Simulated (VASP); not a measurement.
```
RuSb
1.0
    3.70500     0.00000     0.00000
    0.00000     3.70500     0.00000
    0.00000     0.00000     3.70500
Ru Sb
1 1
Direct
  0.00000   0.00000   0.00000
  0.50000   0.50000   0.50000
```

The numbers are results of PBEsol GGA, VASP's PBE PAW potentials (set 64) (plane waves; VASP), not measurements. Settings: 400 eV cut-off, 9×9×9 Γ-centred mesh, first-order Methfessel-Paxton smearing of 0.10 eV, potentials Ru_pv Sb.

Energy and stress use the plane-wave basis of the starting cell.

Problem. The ions, cell shape and volume are relaxed. What does this cell relax into?

Solution. 
```
RuSb
1.0
    3.22757     0.00000     0.00000
    0.00000     3.22757     0.00000
    0.00000     0.00000     3.22757
Ru Sb
1 1
Cartesian
  0.00000   0.00000   0.00000
  1.61379   1.61379   1.61379
```
Space group Pm-3m (221), at a tolerance of 0.03 Å.

Problem. How do energy and volume change from the first to the last step?

Solution. The energy (σ→0) changes by -1088.1 meV/atom and the volume by -33.9 %, in 5 ionic steps.

```
step  E(σ→0) (eV)  max force (eV/Å)  pressure (GPa)  volume (Å³)
----  -----------  ----------------  --------------  -----------
1        -12.2868             0.000          -26.71        50.86
2        -12.5183             0.000          101.34        25.60
3        -14.4499             0.000           -4.42        34.52
4        -14.4608             0.000           -1.82        33.98
5        -14.4629             0.000            0.09        33.62
```

The structure was generated: RuSb was put into the CsCl type type (Pm-3m), which need not be its known phase. This run relaxes it. Symmetry was kept, so distortions that lower it aren't found. The electron count is odd and the run is not spin-polarised, which forces a metal.
